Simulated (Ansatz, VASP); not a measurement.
**TiSi2As4 (TiSi2As4 monolayer) in two plane-wave programs**

Aim: how closely do two programs agree when they are given the same cell, functional and k mesh? The cell is taken from a series of runs on this material, whose earlier steps may have relaxed, scaled, displaced or heated it; both programs get it as it stands.

Calculated with Ansatz 0.2.0; plane waves, with VASP 6.6.1 beside it; single point at PBE with D3(BJ).

**1. The structure**

The cell holds 7 atoms: 4 As, 2 Si and 1 Ti. Cell: a = 3.650 Å, b = 3.650 Å, c = 27.846 Å, α = 90.0°, β = 90.0°, γ = 120.0°. Vacuum lies along c.

Coordinates:

```cif
data_structure
_symmetry_space_group_name_H-M 'P 1'
_symmetry_Int_Tables_number 1
_cell_length_a 3.6499
_cell_length_b 3.6499
_cell_length_c 27.8464
_cell_angle_alpha 90.000
_cell_angle_beta 90.000
_cell_angle_gamma 120.000
_cell_volume 321.27
loop_
_atom_site_label
_atom_site_type_symbol
_atom_site_fract_x
_atom_site_fract_y
_atom_site_fract_z
_atom_site_occupancy
As1 As 0.00000 0.00000 0.32320 1
As2 As 0.33333 0.66667 0.44673 1
As3 As 0.33333 0.66667 0.55327 1
As4 As 0.00000 0.00000 0.67680 1
Si5 Si 0.33333 0.66667 0.36271 1
Si6 Si 0.33333 0.66667 0.63729 1
Ti7 Ti 0.00000 0.00000 0.50000 1
```

**2. Ansatz: single point, PBE with D3(BJ)**

Ansatz runs on its default PAW (the set named soft_2) files.

A single point gives forces, pressure and levels at one fixed geometry, so differences don't come from the geometry; what else differs is listed under the comparison.

Input file input.yaml:

```yaml
crystal:
  lattice:
    - [3.6499115511, 0.0, 0.0]
    - [-1.8249557756, 3.1609161248, 0.0]
    - [0.0, 0.0, 27.8464494906]
  atoms:
    - { symbol: As, position: [0.0, 0.0, 0.3232009884] }
    - { symbol: Si, position: [0.3333333333, 0.6666666667, 0.36270549] }
    - { symbol: As, position: [0.3333333333, 0.6666666667, 0.4467252525] }
    - { symbol: Ti, position: [0.0, 0.0, 0.5] }
    - { symbol: As, position: [0.3333333333, 0.6666666667, 0.5532747475] }
    - { symbol: Si, position: [0.3333333333, 0.6666666667, 0.63729451] }
    - { symbol: As, position: [0.0, 0.0, 0.6767990116] }
kpoints:
  mp_grid: { grid: [18, 18, 1] }
  band_path:
    path: [[0, 0, 0], [0.5, 0, 0], [0.33333333, 0.33333333, 0], [0, 0, 0]]
    npoints: 16
hamiltonian:
  xc: pbe
  dispersion: d3bj
scf:
  occupations: { method: fermi_dirac, width: 0.02585 }
  convergence: { dr2_threshold: 1.0e-10 }
efield:
  axis: 3
  dipole_correction: true
  ramp_position: 0.97
  ramp_width: 0.06
  amplitude: 0
output:
  dos: { projected: true, e_range: [-6, 5] }
  write_potential: true
  write_density: true
  volumetric_format: npy
  elf: true
```

Started as:

```sh
$ ansatz run input.yaml --threads 4 --pin off --max-ram 6144MiB --backend cpu --events-out ev --progress --plain --runs-dir out
```

Numbers of over 12 decimals in the logs are rounded to 6 here.

The program printed:

```text
Engine: ansatz 0.2.0, x86_64-unknown-linux-gnu
Pseudopotentials: kind: paw
Pseudopotential: As, paw, valence charge 15, recommended cutoff 420 eV (normal), As.paw.azcp
Pseudopotential: Si, paw, valence charge 4, recommended cutoff 420 eV (normal), Si.paw.azcp
Pseudopotential: Ti, paw, valence charge 12, recommended cutoff 420 eV (normal), Ti.paw.azcp
Functional definition: PBE
  parameter kappa = 0.804
  parameter beta = 0.066725
  exchange = pbe_x(kappa = kappa, mu = beta*pi^2/3)
  correlation = pbe_c(beta = beta)
Crystal: 7 atoms, lattice volume = 321.266 Å³
Basis set: ecut = 420 eV, 6225 PW (Γ)
Bands: 48, of which v1, the nominal top of the filled ones, is band 40 counted from 1 (39 counted from 0)
Symmetry: 6 space group operations
k-points: 37 of 324 (time reversal used)
Non-local potential: As, projectors of the file, l = 0: 2, l = 1: 2, l = 2: 3, l = 3: 1
Non-local potential: Si, projectors of the file, l = 0: 2, l = 1: 2, l = 2: 2
Non-local potential: Ti, projectors of the file, l = 0: 3, l = 1: 2, l = 2: 3, l = 3: 1
PAW form: soft (Blöchl's): semilocal exchange-correlation on the pseudo side does not see the compensation charge
PAW one-centre angular grid: As, 590 points (default); XC on 64 Gauss nodes
PAW one-centre angular grid: Si, 110 points (default); XC on 64 Gauss nodes
PAW one-centre angular grid: Ti, 590 points (default); XC on 64 Gauss nodes
Initial density: superposition of atomic densities (neutral atoms: chi_scale 0, normalization atom), corrected by the library's trained network
Initial wavefunctions: pseudopotential atomic-orbital guess
Functional: x = pbe(κ = 0.804, μ = 0.219515), c = pbe(β = 0.066725)
SCF iter   1: F=—  HF=-23199.757901 eV  |F-HF|=—  |Δ(HF+E_count)|=         —  Δρ=4.64e-3  dr2=7.15e-2  ethr=1.77e-3  p=0.000 e·Å  D=1.55e-13 V/Å  ΔV_dip=-0.00 eV  dr2_dipole=9.87e-10  V_vac-E_F(+/−)=4.97/4.97 eV  ⟨swp⟩=8.0  Hψ=7398  notcnv=0  defer=5
efield: sawtooth ramp at fractional position 0.9700 (set: `efield.ramp_position`, or a place that a band, a saddle search or an elastic batch's reference lends), width 0.0600; the density the first Hamiltonian is built on has a dipole p = 0.000 e·Å; the dipole correction subtracts the counter field D = 1.55e-13 V/Å, which shifts the + side's vacuum level by -0.00 eV against the − side's; the planar-averaged density in the ramp window peaks in size at 7.1e-6 e/Å³
preconditioner: auto → LDOS  [metal: Δε(μ)=0.025 eV  Ē_g=7.426 eV  σ=0.026 eV  W_gap=0.23  n_scr=60 (ndim 8)  ℏωp=11.7 eV  f_vac=0.528  D(μ)=1.36/eV (n_scr^D=6)  β→1.0]
SCF iter   2: F=—  HF=-23199.765968 eV  |F-HF|=—  |Δ(HF+E_count)|=   8.07e-3  Δρ=2.31e-3  dr2=6.74e-2  ethr=8.94e-5  p=-0.000 e·Å  D=-1.65e-5 V/Å  ΔV_dip=0.00 eV  dr2_dipole=1.63e-8  V_vac-E_F(+/−)=5.01/5.01 eV  ⟨swp⟩=3.8  Hψ=3587  notcnv=0  defer=57
SCF iter   3: F=—  HF=-23199.759426 eV  |F-HF|=—  |Δ(HF+E_count)|=   6.54e-3  Δρ=9.26e-4  dr2=1.15e-2  ethr=8.43e-5  p=0.000 e·Å  D=8.90e-6 V/Å  ΔV_dip=-0.00 eV  dr2_dipole=1.55e-8  V_vac-E_F(+/−)=5.01/5.01 eV  ⟨swp⟩=3.0  Hψ=2647  notcnv=0  defer=57
SCF iter   4: F=—  HF=-23199.758133 eV  |F-HF|=—  |Δ(HF+E_count)|=   1.29e-3  Δρ=3.76e-4  dr2=3.77e-3  ethr=1.44e-5  p=-0.000 e·Å  D=-6.32e-6 V/Å  ΔV_dip=0.00 eV  dr2_dipole=3.16e-9  V_vac-E_F(+/−)=5.09/5.09 eV  ⟨swp⟩=2.6  Hψ=2431  notcnv=0  defer=57
SCF iter   5: F=—  HF=-23199.757705 eV  |F-HF|=—  |Δ(HF+E_count)|=   4.29e-4  Δρ=8.88e-5  dr2=2.88e-5  ethr=4.71e-6  p=-0.000 e·Å  D=-1.05e-6 V/Å  ΔV_dip=0.00 eV  dr2_dipole=1.26e-10  V_vac-E_F(+/−)=5.04/5.04 eV  ⟨swp⟩=2.0  Hψ=2101  notcnv=0  defer=57
SCF iter   6: F=—  HF=-23199.757723 eV  |F-HF|=—  |Δ(HF+E_count)|=   1.87e-5  Δρ=3.15e-5  dr2=4.00e-6  ethr=3.60e-8  p=0.000 e·Å  D=5.60e-7 V/Å  ΔV_dip=-0.00 eV  dr2_dipole=6.76e-11  V_vac-E_F(+/−)=5.04/5.04 eV  ⟨swp⟩=3.4  Hψ=3691  notcnv=0  defer=57
SCF iter   7: F=—  HF=-23199.757800 eV  |F-HF|=—  |Δ(HF+E_count)|=   7.69e-5  Δρ=9.76e-6  dr2=2.77e-7  ethr=5.00e-9  p=-0.000 e·Å  D=-1.21e-6 V/Å  ΔV_dip=0.00 eV  dr2_dipole=1.45e-10  V_vac-E_F(+/−)=5.03/5.03 eV  ⟨swp⟩=2.3  Hψ=2491  notcnv=0  defer=57
SCF iter   8: F=—  HF=-23199.757801 eV  |F-HF|=—  |Δ(HF+E_count)|=   3.91e-7  Δρ=2.00e-6  dr2=2.13e-8  ethr=3.47e-10  p=0.000 e·Å  D=2.03e-6 V/Å  ΔV_dip=-0.00 eV  dr2_dipole=3.30e-10  V_vac-E_F(+/−)=5.03/5.03 eV  ⟨swp⟩=2.0  Hψ=3167  notcnv=0  defer=57
SCF iter   9: F=—  HF=-23199.757801 eV  |F-HF|=—  |Δ(HF+E_count)|=   3.29e-9  Δρ=6.64e-7  dr2=3.04e-9  ethr=2.67e-11  p=-0.000 e·Å  D=-2.56e-6 V/Å  ΔV_dip=0.00 eV  dr2_dipole=4.85e-10  V_vac-E_F(+/−)=5.03/5.03 eV  ⟨swp⟩=2.3  Hψ=3180  notcnv=0  defer=57
SCF iter  10: F=—  HF=-23199.757801 eV  |F-HF|=—  |Δ(HF+E_count)|=   2.55e-9  Δρ=3.72e-7  dr2=1.67e-9  ethr=3.80e-12  p=0.000 e·Å  D=2.53e-6 V/Å  ΔV_dip=-0.00 eV  dr2_dipole=4.25e-10  V_vac-E_F(+/−)=5.03/5.03 eV  ⟨swp⟩=2.9  Hψ=2695  notcnv=0  defer=57
SCF iter  11: F=-23199.757801 eV  HF=-23199.757801 eV  |F-HF|=5.60e-10  |Δ(HF+E_count)|=  6.15e-10  Δρ=1.92e-7  dr2=8.91e-11  ethr=1.00e-12  p=0.000 e·Å  D=8.68e-8 V/Å  ΔV_dip=-0.00 eV  dr2_dipole=5.80e-13  V_vac-E_F(+/−)=5.03/5.03 eV  ⟨swp⟩=9.0  Hψ=5621  notcnv=0
SCF 1 converged in 11 iterations: F = -23199.757801 eV  dr2 = 8.91e-11
  greatest PAW one-centre occupation: 0.999 electrons in one spin orbital (limit 2), on the As atom at site 0 (counted from 0), in its partial waves of l = 2
NSCF: frozen V_eff on 49 k-points
efield: sawtooth ramp at fractional position 0.9700 (kept from the solve that this one continues, or follows in the run), width 0.0600; the density the first Hamiltonian is built on has a dipole p = 0.000 e·Å; the dipole correction subtracts the counter field D = 8.68e-8 V/Å, which shifts the + side's vacuum level by -0.00 eV against the − side's; the planar-averaged density in the ramp window peaks in size at 1.6e-6 e/Å³
WARN: The output density's exchange-correlation potential varies sharply where the density is thin. Do not read a vacuum level from v_tot or v_xc, or from such a field of the output density. On a cell that repeats whose density bears no net charge and no dipole along the vacuum's axis use v_es (v_loc + v_h of the components); under efield.dipole_correction with no amplitude use v_es + v_field, which holds any externa [...]
SCF converged after 11 iterations
Free energy (F): -23199.757801 eV
Harris-Foulkes:  -23199.757801 eV  (|F-HF|=5.60e-10)
Internal energy: -23199.754974 eV  (E = F + TS)
E sigma→0 (E₀):  -23199.756388 eV
Entropy (-TS):   -0.002826 eV (-0.404 meV/atom)
Fermi energy:    1.335209 eV
Dipole field:    D = -0.000001 V/Å  (p = -0.000001 e·Å, saw-weighted, corrected)
Work function:   Φ+ = 5.0343 eV   Φ− = 5.0343 eV
Levels:          The Fermi level and band energies are counted from a zero that moves with the ramp; work functions are not
--- Per-component energies (eV) ---
  E_band       = -1765.906900
  E_kinetic    = 768.087861
  E_local      = -86652.514609  (includes V_loc(G=0)·N_el)
  E_nonlocal   = -2623.132721
  E_hartree    = 43261.452747
  E_xc         = -526.139851
  E_vxc        = -534.287840  (∫ρ·V_xc dr)
  E_paw        = -9413.428317  (= ΣΔE_a)
  E_vpaw       = 753.035414  (= ΣTr[D̂ρ^β])
  E_aug_tail   = 0.000189  (compensation charges beyond the density's cutoff)
  E_efield     = 0.000000  (sawtooth field / dipole correction)
  E_vefield    = 0.000000  (∫n·V_field dr)
  E_ewald      = 31988.328813
  E_disp       = -2.409087  (pairwise vdW)
  E_smearing   = -0.002826  (= −TS)
  E_closure    = -0.000000  (closes the sum)
  Σ components = -23199.757801   (vs F -23199.757801, Δ=0.00e0)
--- Band table (eV; the first three rows and the last of 37) ---
  k-point 0: bands = [... 36 lower, 0.7346, 0.7346, 1.3859, 1.3859, 2.0341, 3.6485, 3.6971, 4.0750, ... 4 higher]
  k-point 1: bands = [... 36 lower, 0.5019, 0.6653, 1.3133, 1.3374, 2.0618, 3.8493, 3.8956, 4.0936, ... 4 higher]
  k-point 2: bands = [... 36 lower, 0.4271, 0.5269, 1.1074, 1.2049, 2.0513, 3.6345, 3.7095, 4.2824, ... 4 higher]
  k-point 36: bands = [... 36 lower, -1.1745, -1.1681, -0.0751, 0.6104, 2.2141, 2.8591, 2.9198, 3.2538, ... 4 higher]
```

In the SCF lines HF is the Harris–Foulkes energy and dr2 the Hartree energy of the density residual, in eV; the loop may stop once dr2 is under the threshold and the program's other checks hold. Hψ counts applications of the Hamiltonian.

**3. VASP: single point, PBE with D3(BJ)**

The same cell, functional, mesh and smearing now go to VASP, with its own data sets.

Lines of VASP's logs that name or quote its potential files are left out, and so is its time.

Input file INCAR:

```
SYSTEM = TiSi2As4
PREC = Accurate
ENCUT = 400
EDIFF = 1E-06
NELM = 120
ISMEAR = -1
SIGMA = 0.02585
LREAL = .FALSE.
ALGO = Normal
GGA = PE
IVDW = 12
NBANDS = 27
LASPH = .TRUE.
LORBIT = 11
LWAVE = .FALSE.
LCHARG = .FALSE.
ISIF = 2
LDIPOL = .TRUE.
IDIPOL = 3
DIPOL = 0.5 0.5 0.5
LVHAR = .TRUE.
GGA_COMPAT = .FALSE.
NELMDL = -8
KPAR = 2
```

Input file POSCAR:

```
TiSi2As4
1.0
    3.6499115511      0.0000000000      0.0000000000
   -1.8249557756      3.1609161248      0.0000000000
    0.0000000000      0.0000000000     27.8464494906
As Si Ti
4 2 1
Direct
    0.0000000000      0.0000000000      0.3232009884
    0.3333333333      0.6666666667      0.4467252525
    0.3333333333      0.6666666667      0.5532747475
    0.0000000000      0.0000000000      0.6767990116
    0.3333333333      0.6666666667      0.3627054900
    0.3333333333      0.6666666667      0.6372945100
    0.0000000000      0.0000000000      0.5000000000
```

Input file KPOINTS:

```
Automatic mesh
0
Gamma
18 18 1
0 0 0
```

PAW data sets: As, Si and Ti_sv (PBE family, release 64).

Started as:

```sh
$ mpirun -np 2 vasp_std
```

The program printed:

```text
[banner, memory and clock lines left out]
running    2 mpi-ranks, on    1 nodes
 distrk:  each k-point on    1 cores,    2 groups
 distr:  one band on    1 cores,    1 groups

 POSCAR found type information on POSCAR AsSiTi
 POSCAR found :  3 types and       7 ions
 LDA part: xc-table for (Slater+PW92), standard interpolation
 POSCAR, INCAR and KPOINTS ok, starting setup
 FFT: planning ... GRIDC
 FFT: planning ... GRID_SOFT
 FFT: planning ... GRID
 WAVECAR not read
 entering main loop
       N       E                     dE             d eps       ncg     rms          rms(c)
DAV:   1     0.233448474063E+03    0.23345E+03   -0.14994E+04  2294   0.978E+02
DAV:   2    -0.123486510991E+02   -0.24580E+03   -0.24069E+03  2550   0.242E+02
DAV:   3    -0.390739165004E+02   -0.26725E+02   -0.26465E+02  2986   0.752E+01
DAV:   4    -0.414312486768E+02   -0.23573E+01   -0.23467E+01  3252   0.186E+01
DAV:   5    -0.416258104986E+02   -0.19456E+00   -0.19455E+00  2852   0.363E+00
DAV:   6    -0.416277653833E+02   -0.19549E-02   -0.19548E-02  3004   0.548E-01
DAV:   7    -0.416278292460E+02   -0.63863E-04   -0.63862E-04  2956   0.788E-02
DAV:   8    -0.416278300108E+02   -0.76475E-06   -0.76466E-06  2876   0.102E-02    0.129E+01
DAV:   9    -0.404356677421E+02    0.11922E+01   -0.27350E+01  2755   0.323E+01    0.132E+01
DAV:  10    -0.395499307752E+02    0.88574E+00   -0.37341E+01  3091   0.387E+01    0.608E+00
DAV:  11    -0.389913177558E+02    0.55861E+00   -0.27734E+00  2631   0.918E+00    0.314E+00
DAV:  12    -0.388395334742E+02    0.15178E+00   -0.11733E+00  2996   0.619E+00    0.953E-01
DAV:  13    -0.388448558727E+02   -0.53224E-02   -0.41880E-02  2670   0.120E+00    0.766E-01
DAV:  14    -0.388432074776E+02    0.16484E-02   -0.17592E-02  2701   0.750E-01    0.230E-01
[...]
DAV:  23    -0.388422166894E+02   -0.56422E-05   -0.38317E-07  1315   0.308E-03    0.169E-03
DAV:  24    -0.388422340245E+02   -0.17335E-04   -0.14700E-06  1706   0.412E-03    0.128E-03
DAV:  25    -0.388422362606E+02   -0.22361E-05   -0.14454E-07  1502   0.185E-03    0.146E-03
DAV:  26    -0.388422382322E+02   -0.19716E-05   -0.96148E-08  1298   0.174E-03    0.702E-04
DAV:  27    -0.388422398252E+02   -0.15930E-05   -0.28101E-07  1469   0.196E-03    0.652E-04
DAV:  28    -0.388422409806E+02   -0.11554E-05   -0.35817E-08  1248   0.923E-04    0.256E-04
DAV:  29    -0.388422423107E+02   -0.13301E-05   -0.43979E-08  1298   0.742E-04    0.265E-04
DAV:  30    -0.388422428114E+02   -0.50066E-06   -0.15232E-08  1164   0.571E-04
   1 F= -.41251031E+02 E0= -.41249605E+02  d E =-.285233E-02
```

From OUTCAR (step 3):

```text
ion  position               nearest neighbor table
   1  0.000  0.000  0.323-   5 2.38   5 2.38   5 2.38
   2  0.333  0.667  0.447-   5 2.34   7 2.58   7 2.58   7 2.58
   3  0.333  0.667  0.553-   6 2.34   7 2.58   7 2.58   7 2.58
   4  0.000  0.000  0.677-   6 2.38   6 2.38   6 2.38
   5  0.333  0.667  0.363-   2 2.34   1 2.38   1 2.38   1 2.38
   6  0.333  0.667  0.637-   3 2.34   4 2.38   4 2.38   4 2.38
   7  0.000  0.000  0.500-   2 2.58   3 2.58   2 2.58   3 2.58   2 2.58   3 2.58

  LATTYP: Found a hexagonal cell.
 ALAT       =     3.6499115511
 C/A-ratio  =     7.6293491228

 Subroutine GETGRP returns: Found 12 space group operations
 (whereof 12 operations were pure point group operations)

The static configuration has the point symmetry D_3h.

 Found     37 irreducible k-points:

   k-points           NKPTS =     37   k-points in BZ     NKDIM =     37   number of bands    NBANDS=     27

   dimension x,y,z NGX =    24 NGY =   24 NGZ =  192
   dimension x,y,z NGXF=    48 NGYF=   48 NGZF=  384

   ENCUT  =  400.0 eV  29.40 Ry    5.42 a.u.   5.95  5.95 45.41*2*pi/ulx,y,z

   NELECT =      40.0000    total number of electrons

 k-points in reciprocal lattice and weights: Automatic mesh
   0.00000000  0.00000000  0.00000000       0.003
   0.05555556 -0.00000000  0.00000000       0.019
   0.11111111 -0.00000000  0.00000000       0.019
   0.16666667 -0.00000000  0.00000000       0.019
   0.22222222 -0.00000000  0.00000000       0.019
   0.27777778  0.00000000  0.00000000       0.019
   0.33333333 -0.00000000  0.00000000       0.019
   0.38888889 -0.00000000  0.00000000       0.019
   0.44444444 -0.00000000  0.00000000       0.019
[...]
0.33333333  0.27777778  0.00000000       0.037
   0.33333333  0.33333333  0.00000000       0.006

 dipolmoment           0.000000      0.000000      0.000000 electrons x Angstroem

 average (electrostatic) potential at core
       1 -54.6692       2 -54.2578       3 -54.2578       4 -54.6692       5 -90.2055
       6 -90.2055       7 -81.3709

 E-fermi :  -0.4019

 k-point     1 :       0.0000    0.0000    0.0000
  band No.  band energies     occupation
    ...
     14      -1.2707      2.00000
     15      -1.1550      2.00000
     16      -1.1550      2.00000
     17      -1.0089      2.00000
     18      -1.0089      2.00000
     19      -0.3493      0.23152
     20      -0.3493      0.23152
     21       0.2937      0.00000
     22       1.9033      0.00000
     23       1.9523      0.00000
    ...

 k-point     2 :       0.0556   -0.0000    0.0000
  band No.  band energies     occupation
    ...
     16      -1.2676      2.00000
     17      -1.2424      2.00000
     18      -1.0779      2.00000
     19      -0.4216      1.36461
     20      -0.3978      0.92222
     21       0.3221      0.00000
     22       2.1055      0.00000
     23       2.1509      0.00000
     24       2.3517      0.00000
     25       2.4068      0.00000
    ...

 k-point     3 :       0.1111   -0.0000    0.0000
  band No.  band energies     occupation
    ...
     16      -1.4688      2.00000
     17      -1.3054      2.00000
     18      -1.2141      2.00000
     19      -0.6273      1.99967
     20      -0.5302      1.98612
     21       0.3121      0.00000
     22       1.8920      0.00000
     23       1.9660      0.00000
     24       2.5419      0.00000
     25       2.5801      0.00000
    ...

 Edisp (eV)   -2.40879

  Total       0.12968     0.12968     0.22385    -0.00000     0.00000    -0.00000
  in kB       0.64673     0.64673     1.11633    -0.00000     0.00000    -0.00000
  external pressure =        0.80 kB  Pullay stress =        0.00 kB

  energy-cutoff  :      400.00
  volume of cell :      321.27
      direct lattice vectors                 reciprocal lattice vectors
     3.649911551  0.000000000  0.000000000     0.273979242  0.158181989  0.000000000
    -1.824955776  3.160916125  0.000000000     0.000000000  0.316363978  0.000000000
     0.000000000  0.000000000 27.846449491     0.000000000  0.000000000  0.035911221

 POSITION                                       TOTAL-FORCE (eV/Angst)
 -----------------------------------------------------------------------------------
      0.00000      0.00000      9.00000         0.000000      0.000000     -0.046035
     -0.00000      2.10728     12.43971         0.000000      0.000000      0.012890
     -0.00000      2.10728     15.40674        -0.000000     -0.000000     -0.012890
      0.00000      0.00000     18.84645         0.000000      0.000000      0.046035
     -0.00000      2.10728     10.10006        -0.000000      0.000000      0.010619
     -0.00000      2.10728     17.74639        -0.000000      0.000000     -0.010619
      0.00000      0.00000     13.92322        -0.000000      0.000000     -0.000000
 -----------------------------------------------------------------------------------
    total drift:                                0.000000     -0.000000     -0.000000

  FREE ENERGIE OF THE ION-ELECTRON SYSTEM (eV)
  ---------------------------------------------------
  free  energy   TOTEN  =       -41.2510314904 eV

  energy  without entropy=      -41.2481791618  energy(sigma->0) =      -41.24960533

 vacuum level on the upper side and lower side of the slab         4.637         4.637

 total charge
# of ion       s       p       d       tot
------------------------------------------
    1        1.257   1.518   0.043   2.819
    2        1.219   1.605   0.038   2.862
    3        1.219   1.605   0.038   2.862
    4        1.257   1.518   0.043   2.819
    5        0.759   0.856   0.000   1.615
    6        0.759   0.856   0.000   1.615
    7        2.175   6.141   1.913  10.229
--------------------------------------------------
tot          8.644  14.100   2.076  24.821

[... 3 further parts left out ...]
```

**4. Comparison**

Known differences besides the potentials themselves: the data sets hold 80 valence electrons in Ansatz (on its default PAW (the set named soft_2) files) and 40 in VASP; the cutoff is 420 eV in Ansatz and 400 eV in VASP. Total energies have different zeros and are not compared.

Both answers:

| quantity | Ansatz | VASP | difference |
| --- | --- | --- | --- |
| work function, lower of the two faces (eV) | 5.03 | 5.04 | 0.00 |
| work function, higher of the two faces (eV) | 5.03 | 5.04 | 0.00 |

With vacuum in the cell, a pressure given here is an average over mostly empty space and none of the material.

**5. What came out**

```json
{
  "difference in work function, lower of the two faces (single point, PBE with D3(BJ))": "-0.0046 eV"
}
```

What this shows: The difference in work function, lower of the two faces is -0.0046 eV (single point, PBE with D3(BJ)). The data sets hold unlike numbers of valence electrons (80 in Ansatz and 40 in VASP), so part of the differences comes from the potentials. How closely two codes agree says nothing of how well the functional describes the real material.

[Lines on the potential files, build, host, timing and source positions are cut from VASP's logs without a mark.]

[Logs are printed without paths, hosts, clocks, repeated set-up lines and the standing remarks that a program may print on its own settings, such as how far it seeks lower states.]

[Hosts, paths, dates, database ids (printed as entryN), source tags and the programs' standing remarks are cut or masked in the printed files.]
